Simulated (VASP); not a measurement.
# MnAu2: structure and properties in VASP, part 7 of 7

What structure does MnAu2 take at this level, and what are its properties? The start is a computed cell from the Materials Project.

VASP 6.6.1, plane waves and PAW; the level of theory is named at each step.

Still holding for the runs below: The magnetic order is the lowest of the few collinear ones that converged above; longer or canted patterns were not tried.

So far, largest spin moment in the PAW sphere (μB): step 2 (magnetic order: ferromagnetic) 3.85; step 7 (full relaxation (PBEsol)) 3.72; step 11 (density of states (PBEsol)) 3.76; step 12 (volume scan with PBEsol, volume scale 0.94) 3.63; step 16 (volume scan with PBEsol, volume scale 1.02) 3.76.

### 17. Volume scan with PBEsol, volume scale 1.04

Level of this step: PBEsol, spin-polarised from a ferromagnetic start; plane waves and PAW (Mn_pv, Au) (VASP).

Input file INCAR:

```
SYSTEM = MnAu2
PREC = Accurate
ENCUT = 400
EDIFF = 1E-06
NELM = 100
ISMEAR = 1
SIGMA = 0.2
LREAL = .FALSE.
ALGO = Normal
GGA = PS
NBANDS = 28
ISPIN = 2
MAGMOM = 3.718 0.018 0.018
LASPH = .TRUE.
LMAXMIX = 4
LORBIT = 11
LWAVE = .FALSE.
LCHARG = .FALSE.
KPAR = 8
ISIF = 2
```

Input file POSCAR:

```
MnAu2
1.0
    0.0000000000     -3.3721722937      0.0000000000
   -3.3721722937      0.0000000000      0.0000000000
    1.6860861469     -1.6860861469     -4.3627461049
Mn Au
1 2
Direct
    0.0000000000      0.0000000000      0.0000000000
    0.6609849124      0.3390150876      0.6780301754
    0.3390150876      0.6609849124      0.3219698246
```

Input file KPOINTS:

```
Automatic mesh
0
Gamma
6 6 6
0 0 0
```

The projector-augmented-wave data sets are Mn_pv and Au (PBE family, release 64).

Command:

```console
$ mpirun -np 8 vasp_std
```

Log:

```text
[... set-up lines as in an earlier step ...]
 entering main loop
       N       E                     dE             d eps       ncg     rms          rms(c)
DAV:   1     0.252793041803E+03    0.25279E+03   -0.15672E+04  3520   0.110E+03
DAV:   2    -0.958724961917E+01   -0.26238E+03   -0.24672E+03  3444   0.316E+02
DAV:   3    -0.192409821637E+02   -0.96537E+01   -0.95092E+01  3764   0.678E+01
DAV:   4    -0.193440743510E+02   -0.10309E+00   -0.10301E+00  3744   0.683E+00
[...]
DAV:  11    -0.177007741665E+02   -0.10388E-03   -0.16759E-03  3652   0.501E-01    0.806E-02
DAV:  12    -0.177008017723E+02   -0.27606E-04   -0.18144E-04  3660   0.950E-02    0.397E-02
DAV:  13    -0.177008015007E+02    0.27160E-06   -0.93303E-06  3720   0.201E-02
   1 F= -.17700802E+02 E0= -.17698661E+02  d E =-.642009E-02  mag=     3.9479
```

Run time: 5.6 s. Hardware: 8 MPI ranks of Intel Xeon 6975P-C (Granite Rapids), shared host; peak memory 1.5 GiB.

From OUTCAR (step 17):

```text
  Total       -1.5965485     -1.5965485     -1.8464320      0.0000000     -0.0000000      0.0000000
  in kB      -51.5600401    -51.5600401    -59.6299505      0.0000000     -0.0000000      0.0000000
  external PRESSURE =     -54.2500102 kB  Pullay stress =       0.0000000 kB

 POSITION                                       TOTAL-FORCE (eV/Angst)
 -----------------------------------------------------------------------------------
      0.00000      0.00000      0.00000         0.000000      0.000000      0.000000
      0.00000     -3.37217     -2.95807         0.000000     -0.000000     -0.014960
     -1.68609     -1.68609     -1.40467        -0.000000      0.000000      0.014960
 -----------------------------------------------------------------------------------
    total drift:                                0.000000     -0.000000     -0.000000

  FREE ENERGIE OF THE ION-ELECTRON SYSTEM (eV)
  ---------------------------------------------------
  free  energy   TOTEN  =       -17.7008015007 eV

  energy  without entropy=      -17.6943814132  energy(sigma->0) =      -17.69866147

 magnetization (x)
# of ion       s       p       d       tot
------------------------------------------
    1        0.022   0.014   3.772   3.808
    2       -0.037  -0.028   0.086   0.021
    3       -0.037  -0.028   0.086   0.021
--------------------------------------------------
tot         -0.053  -0.042   3.944   3.849

[... 1 part as in an earlier step ...]

[... 2 further parts left out ...]
[key lines of the parts left out:]
E-fermi :   8.7744
```

The pressure falls from -2.99 to -5.43 GPa.

The run ends at a pressure of -5.43 GPa, with forces up to 0.015 eV/Å.

### 18. Volume scan with PBEsol, volume scale 1.06

A prediction first. A parabola through the 6 pressures of evenly scaled cells so far, P = -0.11 -156.9 t +546 t² GPa with t = ln(V/V₁) and V₁ the volume at scale 1, gives -7.39 GPa at t = +0.0583.

INCAR is that of step 17.

Input file POSCAR:

```
MnAu2
1.0
    0.0000000000     -3.3936516773      0.0000000000
   -3.3936516773      0.0000000000      0.0000000000
    1.6968258386     -1.6968258386     -4.3905350458
Mn Au
1 2
Direct
    0.0000000000      0.0000000000      0.0000000000
    0.6609849124      0.3390150876      0.6780301754
    0.3390150876      0.6609849124      0.3219698246
```

KPOINTS is that of step 17.

Command:

```console
$ mpirun -np 8 vasp_std
```

Log:

```text
[... set-up lines as in an earlier step ...]
 entering main loop
       N       E                     dE             d eps       ncg     rms          rms(c)
DAV:   1     0.254174028067E+03    0.25417E+03   -0.15627E+04  3480   0.110E+03
DAV:   2    -0.965680483474E+01   -0.26383E+03   -0.24838E+03  3440   0.315E+02
DAV:   3    -0.192123485625E+02   -0.95555E+01   -0.94215E+01  3768   0.678E+01
DAV:   4    -0.193077832292E+02   -0.95435E-01   -0.95396E-01  3756   0.667E+00
[...]
DAV:  12    -0.176652510824E+02   -0.32722E-04   -0.20651E-04  3672   0.983E-02    0.424E-02
DAV:  13    -0.176652509651E+02    0.11729E-06   -0.10532E-05  3688   0.216E-02    0.144E-02
DAV:  14    -0.176652502515E+02    0.71362E-06   -0.19811E-06  3080   0.116E-02
   1 F= -.17665250E+02 E0= -.17663400E+02  d E =-.555005E-02  mag=     4.0079
```

Elapsed: 6.4 s, on 8 MPI ranks; peak memory 1.6 GiB.

OUTCAR, selected parts (step 18):

```text
  Total       -2.2487033     -2.2487033     -2.5930336      0.0000000      0.0000000     -0.0000000
  in kB      -71.2509665    -71.2509665    -82.1611963      0.0000000      0.0000000     -0.0000000
  external PRESSURE =     -74.8877098 kB  Pullay stress =       0.0000000 kB

 POSITION                                       TOTAL-FORCE (eV/Angst)
 -----------------------------------------------------------------------------------
      0.00000      0.00000      0.00000        -0.000000      0.000000      0.000000
      0.00000     -3.39365     -2.97692        -0.000000      0.000000     -0.023139
     -1.69683     -1.69683     -1.41362         0.000000     -0.000000      0.023139
 -----------------------------------------------------------------------------------
    total drift:                                0.000000     -0.000000     -0.000000

  FREE ENERGIE OF THE ION-ELECTRON SYSTEM (eV)
  ---------------------------------------------------
  free  energy   TOTEN  =       -17.6652502515 eV

  energy  without entropy=      -17.6597002042  energy(sigma->0) =      -17.66340024

 magnetization (x)
# of ion       s       p       d       tot
------------------------------------------
    1        0.022   0.015   3.816   3.854
    2       -0.037  -0.026   0.086   0.024
    3       -0.037  -0.026   0.086   0.024
--------------------------------------------------
tot         -0.051  -0.036   3.988   3.901

[... 1 part as in an earlier step ...]

[... 2 further parts left out ...]
[key lines of the parts left out:]
E-fermi :   8.5067
```

The pressure falls from -5.43 to -7.49 GPa. The parabola predicted -7.39 GPa, +0.10 GPa off.

### 19. Comparing the runs

Times are for 8 MPI ranks of Intel Xeon 6975P-C (Granite Rapids), shared host. The series side by side:

```csv
no.,volume scale,energy above the lowest point (meV/atom),pressure (GPa),time,memory (GiB)
1,0.94,34.85,11.70,6.2 s,1.5
2,0.96,15.07,7.208,5.8 s,1.5
3,0.98,3.84,3.267,5.8 s,1.5
4,1,0,-0.09143,5.6 s,1.5
5,1.02,2.21,-2.990,5.6 s,1.5
6,1.04,9.54,-5.425,5.6 s,1.5
7,1.06,21.3,-7.489,6.4 s,1.6
```

### 20. Fit for PBEsol

This step: Birch-Murnaghan fit, PBEsol; plane waves and PAW (VASP 6.6.1).

Derived from the runs above.

The fit is poor or the pressure derivative of its modulus unusual (most solids lie near 4 to 5), which can come from the mesh or from a state that changes along the scan.

Numbers from this step:

```
pressure derivative of the bulk modulus : 7.633
r.m.s. error of the fit                 : 2.52e-5 eV/atom
minimum inside the sampled range        : yes
bulk modulus                            : 151.8 GPa
equilibrium volume of the fit           : 15.94 Å³/atom
```

Energy above the fitted minimum against volume:

```
volume (Å³/atom)  energy above the fitted minimum (eV/atom)
          14.947                                     0.0349
          15.265                                     0.0151
          15.583                                    0.00392
          15.901                                     7.2e-5
          16.219                                    0.00228
          16.537                                    0.00961
          16.855                                     0.0214
```

The fitted volume lies +0.22 % from the relaxed one.

### 21. Independent-particle dielectric function (PBEsol)

This step: PBEsol, spin-polarised from a ferromagnetic start; plane waves and PAW (Mn_pv, Au) (VASP 6.6.1).

LOPTICS sums transitions from filled to empty bands. The mesh is finer than in the run before. NBANDS is raised for it.

Edit INCAR of step 18 so:

```diff
@@ -10,3 +10,3 @@
 GGA = PS
-NBANDS = 28
+NBANDS = 41
 ISPIN = 2
@@ -19,2 +19,4 @@
 KPAR = 8
-ISIF = 2
+LOPTICS = .TRUE.
+NEDOS = 1500
+CSHIFT = 0.1
```

Input file POSCAR:

```
MnAu2
1.0
    0.0000000000     -3.3283728908      0.0000000000
   -3.3283728908      0.0000000000      0.0000000000
    1.6641864454     -1.6641864454     -4.3060806507
Mn Au
1 2
Direct
    0.0000000000      0.0000000000      0.0000000000
    0.6609849124      0.3390150876      0.6780301754
    0.3390150876      0.6609849124      0.3219698246
```

Input file KPOINTS:

```
Automatic mesh
0
Gamma
9 9 9
0 0 0
```

Command:

```console
$ mpirun -np 8 vasp_std
```

Log:

```text
[... set-up lines as in an earlier step ...]
 entering main loop
       N       E                     dE             d eps       ncg     rms          rms(c)
DAV:   1     0.270717581166E+03    0.27072E+03   -0.13629E+04 12404   0.759E+02
DAV:   2    -0.541256200722E+01   -0.27613E+03   -0.25502E+03 12536   0.244E+02
DAV:   3    -0.192532298236E+02   -0.13841E+02   -0.13599E+02 14445   0.604E+01
DAV:   4    -0.193747875829E+02   -0.12156E+00   -0.12148E+00 14088   0.553E+00
DAV:   5    -0.193762009616E+02   -0.14134E-02   -0.14133E-02 14654   0.597E-01    0.165E+01
DAV:   6    -0.181218609108E+02    0.12543E+01   -0.36430E+00 14310   0.188E+01    0.112E+01
DAV:   7    -0.179294065966E+02    0.19245E+00   -0.13078E+00 14575   0.191E+01    0.901E+00
DAV:   8    -0.177429133644E+02    0.18649E+00   -0.28289E-01 14273   0.476E+00    0.408E+00
DAV:   9    -0.177316644633E+02    0.11249E-01   -0.31132E-02 16215   0.175E+00    0.179E+00
DAV:  10    -0.177337407350E+02   -0.20763E-02   -0.12078E-02 13719   0.747E-01    0.321E-01
DAV:  11    -0.177341700256E+02   -0.42929E-03   -0.10558E-03 14589   0.332E-01    0.100E-01
DAV:  12    -0.177341977522E+02   -0.27727E-04   -0.13294E-04 14434   0.638E-02    0.478E-02
DAV:  13    -0.177341966733E+02    0.10789E-05   -0.72789E-06 14394   0.159E-02    0.190E-02
DAV:  14    -0.177341949659E+02    0.17074E-05   -0.15724E-06 12997   0.109E-02    0.510E-03
DAV:  15    -0.177341942585E+02    0.70743E-06   -0.54593E-07  7977   0.464E-03
   1 F= -.17734194E+02 E0= -.17734173E+02  d E =-.626946E-04  mag=     3.9933
 optical routines
 imaginary and real dielectric function
 recalculating local potential from charge density
 direction            1
 direction            2
 direction            3
```

Run time: 14 s. Hardware: 8 MPI ranks; peak memory 3.8 GiB.

OUTCAR, selected parts (step 21):

```text
   k-points           NKPTS =     75   k-points in BZ     NKDIM =     75   number of bands    NBANDS=     41

   NELECT =      35.0000    total number of electrons

 E-fermi :   9.2543

 spin component 1
 k-point     1 :       0.0000    0.0000    0.0000
  band No.  band energies     occupation
    ...
     15       6.3075      1.00000
     16       6.7841      1.00000
     17       6.7841      1.00000
     18       7.2415      1.00000
     19       7.6308      1.00000
     20      11.5531     -0.00000
     21      11.8291     -0.00000
     22      18.6557      0.00000
     23      18.6557      0.00000
     24      18.9825      0.00000
    ...

 k-point     2 :       0.1111    0.0000   -0.0000
  band No.  band energies     occupation
    ...
     15       6.3404      1.00000
     16       6.7660      1.00000
     17       7.2122      1.00000
     18       7.2210      1.00000
     19       7.7809      1.00000
     20      11.0825     -0.00000
     21      12.7821     -0.00000
     22      16.2035      0.00000
     23      17.5037      0.00000
     24      18.2263      0.00000
    ...

  Total        0.2179517      0.2179517      0.1789874      0.0000000     -0.0000000      0.0000000
  in kB        7.3202294      7.3202294      6.0115580      0.0000000     -0.0000000      0.0000000
  external PRESSURE =       6.8840056 kB  Pullay stress =       0.0000000 kB

 POSITION                                       TOTAL-FORCE (eV/Angst)
 -----------------------------------------------------------------------------------
      0.00000      0.00000      0.00000         0.000000      0.000000      0.000000
      0.00000     -3.32837     -2.91965         0.000000     -0.000000     -0.030735
     -1.66419     -1.66419     -1.38643        -0.000000      0.000000      0.030735
 -----------------------------------------------------------------------------------
    total drift:                                0.000000     -0.000000     -0.000000

  FREE ENERGIE OF THE ION-ELECTRON SYSTEM (eV)
  ---------------------------------------------------
  free  energy   TOTEN  =       -17.7341942585 eV

  energy  without entropy=      -17.7341315639  energy(sigma->0) =      -17.73417336

 plasma frequency squared (from intraband transitions) (eV^2)
  --------------------------------------------------------------------------------------
      48.545       0.000       0.000
       0.000      48.545       0.000
      -0.000       0.000      36.433

 magnetization (x)
# of ion       s       p       d       tot
------------------------------------------
    1        0.024   0.017   3.751   3.792
    2       -0.033  -0.024   0.101   0.044
    3       -0.033  -0.024   0.101   0.044
--------------------------------------------------
tot         -0.042  -0.032   3.953   3.879

[... 7 parts as in an earlier step ...]

[... 14 further parts left out ...]
```

The imaginary part turns negative at the lowest energies, an artefact of Methfessel-Paxton occupations outside 0 and 1. These are independent-particle spectra without excitons or local fields, and fine structure depends on the mesh and on CSHIFT. The intraband (Drude) part is not in this spectrum.

This step gave:

```yaml
scf_cycles: 15
bands: 41
irreducible_k_points: 75
free_energy_toten: -17.73 eV
fermi_energy: 9.254 eV
pressure: 0.6884 GPa
moment_of_the_cell_from_the_last_line_of_the_log: 3.993 μB
```

Spin moment in the PAW sphere by atom:

| atom | spin moment in the PAW sphere (μB) |
| --- | --- |
| Mn1 | 3.79 |
| Au2 | 0.04 |
| Au3 | 0.04 |

The imaginary dielectric function has structure finer than the step of the table below, so its rows give means over 1 eV, whole bins alone (the curve runs from 0 to 24.9 eV). Peaks (eV: height): xx 1.9: 12.8, 3.9: 15.0; zz 0.1: 21.0, 1.6: 15.4, 3.7: 17.6.

Imaginary dielectric function against photon energy; means over each step:

```
photon energy (eV)    xx    zz
                 1  6.91  11.9
                 2  11.6  13.3
                 3  10.0  8.49
                 4  12.7  14.6
                 5  8.07  7.10
                 6  5.70  6.49
                 7  4.42  4.97
                 8  3.41  3.91
                 9  2.98  3.31
                10  2.44  2.62
                11  2.23  2.18
                12  2.15  2.12
                13  1.95  1.87
                14  1.89  1.84
                15  1.82  1.92
                16  1.87  2.00
                17  1.92  1.98
                18  2.10  1.70
                19  1.83  1.63
                20  1.67  1.79
                21  1.46  1.57
                22  1.41  1.21
                23  1.22  1.15
                24  1.10  1.12
```

The real dielectric function by photon energy:

```
photon energy (eV)       xx        zz
               0.0     17.2      50.9
               0.5     19.8      23.3
               1.0     19.1      17.2
               1.5     15.1      14.8
               2.0     10.4      7.10
               2.5     8.01      4.94
               3.0     6.33      10.2
               3.5     8.55      11.4
               4.0     2.23      1.12
               4.5  -0.0536     -1.56
               5.0   -0.508     -1.12
               5.5   -0.776      1.24
               6.0   -0.504    -0.829
               6.5   -0.494    -0.580
               7.0   -0.225    -0.225
               7.5   -0.407    -0.530
               8.0   -0.155    -0.547
               8.5    0.133   -0.0739
               9.0   0.0906    -0.344
               9.5   0.0821    -0.253
              10.0    0.366   -0.0951
              10.5    0.386    -0.141
              11.0    0.516     0.383
              11.5    0.648     0.362
              12.0    0.591     0.149
              12.5    0.595     0.363
              13.0    0.625     0.666
              13.5    0.705     0.547
              14.0    0.844     0.759
              14.5    0.668     0.666
              15.0    0.778     0.772
              15.5    0.858     0.755
              16.0    0.728     0.733
              16.5    0.800     0.576
              17.0    0.803     0.239
              17.5    0.679     0.353
              18.0    0.757     0.320
              18.5    0.185     0.379
              19.0    0.186     0.336
              19.5    0.257     0.513
              20.0    0.124     0.508
              20.5    0.161    0.0332
              21.0   0.0987  -0.00100
              21.5    0.230   -0.0730
              22.0    0.219    0.0686
              22.5   0.0559     0.154
              23.0    0.128     0.231
              23.5    0.118     0.241
              24.0    0.223     0.221
              24.5    0.247     0.378
```

At these settings, which differ from those of the relaxation, the cell is under a pressure of 0.7 GPa.

### 22. What came out

| Property | Result |
| --- | --- |
| relaxed volume | 15.90 Å³/atom |
| relaxed conventional cell a, b, c | 3.328, 3.328, 8.612 Å |
| space group after relaxing, within 0.02 Å | I4/mmm (No. 139) |
| moment of the cell (9×9×9 mesh) | 3.91 μB |
| largest site moment (9×9×9 mesh) | 3.76 μB on Mn1 |
| band gap | none, a metal |
| DOS at the Fermi level | 0.918 states/eV/cell |
| bulk modulus from the fit | 152 GPa |
| volume from the fit | 15.9 Å³/atom |

**Reading.** With PBEsol, MnAu2 relaxes to 15.90 Å³/atom in space group I4/mmm, comes out as a metal, keeps moments of up to 3.76 μB (9×9×9 mesh) and has a bulk modulus of 152 GPa at fixed shape and positions, an upper bound. Of 4 collinear starts at PBEsol, the lowest ends ferromagnetic. Bands along the symmetry lines (PBEsol), spin up: Of the bands kept, 3 cross the Fermi level on this path. Bands along the symmetry lines (PBEsol), spin down: Of the bands kept, 1 crosses the Fermi level on this path. Spin-orbit coupling is left out, and with elements this heavy it would split and shift bands near the Fermi level. The k-sampling is coarse for a metal, so the Fermi level, moments, pressures and the shape of the cell carry errors. Only a few collinear orders were tried, on the cell as listed. No search among competing phases was made, and a listed structure need not be the one stable at ambient conditions. All values are for a static lattice at zero temperature.

[Lines on the potential files, build, host, timing and source positions are cut from VASP's logs without a mark.]

[Logs are printed without paths, hosts, clocks, repeated set-up lines and the standing remarks that a program may print on its own settings, such as how far it seeks lower states.]

[Hosts, paths, dates, database ids (printed as entryN), source tags and the programs' standing remarks are cut or masked in the printed files.]

[A measured line is paired with the nearest computed mode of its activity, which favours agreement.]
